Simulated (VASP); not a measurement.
Data:

```yaml
crystal:
  lattice:
    - [0.00000, 2.99706, 2.99706]
    - [2.99706, 0.00000, 2.99706]
    - [2.99706, 2.99706, 0.00000]
  atoms:
    - { symbol: Pb, position: [0.00000, 0.00000, 0.00000] }
    - { symbol: F, position: [0.25000, 0.25000, 0.25000] }
    - { symbol: F, position: [0.75000, 0.75000, 0.75000] }
```

All values below come from PBE GGA, VASP's PBE PAW potentials (set 64) (plane waves; VASP 6.6.1). Numerical set-up: 520 eV cut-off, 7×7×7 Γ-centred mesh, Gaussian smearing of 0.010 eV, potentials Pb_d F.

**Question.** Give the electronic dielectric tensor ε∞ (DFPT, local fields included).

**Answer.** 
```
3.29  0.00  0.00
0.00  3.29  0.00
0.00  0.00  3.29
```

**Question.** Give the Born effective charges.

**Answer.** 
| atom | Z*xx | Z*yy | Z*zz | mean |
|---|---|---|---|---|
| Pb1 | 3.17 | 3.17 | 3.17 | 3.17 |
| F2 | -1.58 | -1.58 | -1.58 | -1.58 |
| F3 | -1.58 | -1.58 | -1.58 | -1.58 |

**Question.** And the static tensor with the ions free?

**Answer.** 
```
32.4  0.00  0.00
0.00  32.4  0.00
0.00  0.00  32.4
```

**Question.** Which frequencies do the optical Γ-point modes have (no LO-TO splitting)?

**Answer.** 101 (×3), 242 (×3) cm⁻¹.

The compound is PbF2 in the fluorite structure, the β form. It was relaxed first.
